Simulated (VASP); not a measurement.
Write the native input for VASP 6.6.1 that does the following.

| Quantity | Value |
| --- | --- |
| Task | relaxation of cell and atoms |
| Functional | PBE |
| Potentials or basis | VASP PAW PBE potentials, release 64 (Si, Mo_sv) |
| Cutoff | 520 eV |
| k mesh | 6 × 6 × 6 |
| Occupations | gaussian, width 0.1 eV |
| Spin | no spin polarisation |
| Further INCAR settings | ALGO = Normal; EDIFF = 1e-07; IBRION = 2; POTIM = 0.3; EDIFFG = -0.005; NSW = 60; ISIF = 3 |

The structure of SiMo3 lies in POSCAR:

```
SiMo3                                   
1.0
    4.9093842346      0.0000000000      0.0000000000
    0.0000000000      4.9093842346      0.0000000000
    0.0000000000      0.0000000000      4.9093842346
  Si              Mo            
     2     6
Direct
     0.0000000000000000    0.0000000000000000    0.0000000000000000
     0.5000000000000000    0.5000000000000000    0.5000000000000000
     0.2500000000000000    0.5000000000000000    0.0000000000000000
     0.7500000000000000    0.5000000000000000    0.0000000000000000
     0.0000000000000000    0.2500000000000000    0.5000000000000000
     0.0000000000000000    0.7500000000000000    0.5000000000000000
     0.5000000000000000    0.0000000000000000    0.2500000000000000
     0.5000000000000000    0.0000000000000000    0.7500000000000000
```

The cell was built by a generator and needn't be a form met in nature.

The input as run:

INCAR

```
PREC = Accurate
ENCUT = 520
EDIFF = 1E-7
ISMEAR = 0
SIGMA = 0.1
LREAL = False
LASPH = True
NELM = 120
ALGO = Normal
ISIF = 3
LWAVE = False
LCHARG = False
GGA = PE
IBRION = 2
NSW = 60
EDIFFG = -0.005
POTIM = 0.3
KPAR = 4
```

KPOINTS

```
Automatic mesh
0
Gamma
  6 6 6
```

Potentials or basis: VASP PAW PBE potentials, release 64 (Si, Mo_sv).

The run is started by

```console
$ cat potpaw_PBE.64/Si/POTCAR potpaw_PBE.64/Mo_sv/POTCAR > POTCAR
$ mpirun -np 4 vasp_std > vasp.out
```

Results of the run:

```json
{
 "Pressure after relaxing": "0.0 GPa",
 "Band gap on the k mesh": "none (metal or under the smearing width)"
}
```

Caveat: the relaxation stopped at its first step, so nothing moved.

Wall time 26 s on 4 MPI ranks on AMD EPYC 9R45 96-Core Processor (Zen 5) (shared host), peak memory 0.27 GiB a rank.
